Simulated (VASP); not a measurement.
# NaSiPd3: single point with RPBE+D3(BJ)

NaSiPd3:

```
Na Pd Si
1.0
     4.21834    0.00000    0.00000
     0.00000    4.21834    0.00000
     0.00000    0.00000    4.21834
Na Pd Si
1 3 1
Direct
  0.00000 0.00000 0.00000
  0.00000 0.50000 0.50000
  0.50000 0.00000 0.50000
  0.50000 0.50000 0.00000
  0.50000 0.50000 0.50000
```

The cell was built by a generator and needn't be a form met in nature.

- Program: VASP 6.6.1
- Task: single point
- Functional: RPBE
- Dispersion: D3(BJ)
- Potentials or basis: VASP PAW PBE potentials, release 64 (Na_pv, Pd, Si)
- Cutoff: 520 eV
- k mesh: 4 × 4 × 4
- Occupations: fermi-dirac, width 0.0351 eV
- Spin: no spin polarisation
- Dipole correction: no
- Further INCAR settings: ALGO = Normal; EDIFF = 1e-06; NBANDS = 28

The pressure is 8.2 GPa, the band gap on the k mesh is none (metal or under the smearing width) and the dispersion energy per atom is -2.729 eV.

Levels at points of the mesh, in eV from the Fermi level:
| k point | band 18 | band 19 | band 20 | band 21 | band 22 | band 23 |
| --- | --- | --- | --- | --- | --- | --- |
| (0.00, 0.00, 0.00) | -1.92 | -1.75 | -1.75 | -1.75 | -1.45 | 4.75 |
| (0.50, 0.00, 0.00) | -2.67 | -2.24 | -1.92 | 1.18 | 1.18 | 5.22 |
| (0.50, 0.50, 0.00) | -2.73 | -2.20 | -0.32 | -0.32 | 0.12 | 3.34 |
| (0.50, 0.50, 0.50) | -1.79 | -1.79 | 0.08 | 0.08 | 0.08 | 1.71 |

Wall time 14 s on 1 thread of Intel(R) Xeon(R) Platinum 8488C (Sapphire Rapids), on a shared host, peak memory 0.19 GiB.

Caveat: the k mesh is coarse (spacing up to 0.37 Å⁻¹), so the values aren't converged; the PAW data sets were made with another functional, which shifts forces and pressure a little; pairwise dispersion overbinds metals, which lowers pressure and volume.
